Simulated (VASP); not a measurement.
Input:

```yaml
crystal:
  lattice:
    - [6.06939, 0.00000, 0.00000]
    - [0.00000, 6.06939, 0.00000]
    - [0.00000, 0.00000, 6.06939]
  atoms:
    - { symbol: Li, position: [0.00000, 0.00000, 0.00000] }
    - { symbol: Cl, position: [0.50000, 0.50000, 0.50000] }
    - { symbol: Cl, position: [0.00000, 0.00000, 0.50000] }
    - { symbol: Cl, position: [0.00000, 0.50000, 0.00000] }
    - { symbol: Cl, position: [0.50000, 0.00000, 0.00000] }
    - { symbol: K, position: [0.50000, 0.50000, 0.00000] }
    - { symbol: K, position: [0.50000, 0.00000, 0.50000] }
    - { symbol: K, position: [0.00000, 0.50000, 0.50000] }
```

Calculation: PBEsol GGA, VASP's PBE PAW potentials (set 64) (plane waves; VASP). Run with 520 eV cut-off, 4×4×4 Γ-centred mesh, tetrahedra with Blöchl corrections, potentials Li_sv Cl K_sv.

The cores are frozen, which limits the accuracy of field gradients.

Question: Give the principal components of the electric field gradient (V/Å²) and the asymmetry η at each nucleus.

Answer: 
```tsv
atom	Vxx	Vyy	Vzz	η
Li1	0.0	0.0	0.0	-
Cl2	0.0	0.0	0.0	-
Cl3	-21.0	-21.0	41.9	0.00
Cl4	-21.0	-21.0	41.9	0.00
Cl5	-21.0	-21.0	41.9	0.00
K6	0.2	0.2	-0.3	-
K7	0.2	0.2	-0.3	-
K8	0.2	0.2	-0.3	-
```

The structure was generated: K3LiCl4 was put into an ordered model structure (Pm-3m), which need not be its known phase. It was relaxed first.
